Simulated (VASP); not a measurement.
Data:

```
CELL_PARAMETERS angstrom
      0.00000     2.53308     2.53308
      2.53308     0.00000     2.53308
      2.53308     2.53308     0.00000
ATOMIC_POSITIONS crystal
  Li 0.00000 0.00000 0.00000
  Cl 0.50000 0.50000 0.50000
```

Method: r2SCAN meta-GGA, VASP's PBE PAW potentials (set 64) (plane waves; VASP). Settings: 600 eV cut-off, 8×8×8 Γ-centred mesh, Gaussian smearing of 0.050 eV, potentials Li_sv Cl.

Problem. Predict the energy per atom (σ→0), band gap (on the k-mesh) with the smallest direct gap where there is one.

Solution. 
The band gap (on the k-mesh) comes out as 7.55 eV and the smallest direct gap (on the k-mesh) is 7.55 eV. The energy per atom (σ→0) comes out as -6.295 eV/atom.

The absolute energy has meaning only against runs of the same code, potentials and settings.

The compound is LiCl in the rock salt structure. This cell was strained or had an atom moved on purpose.
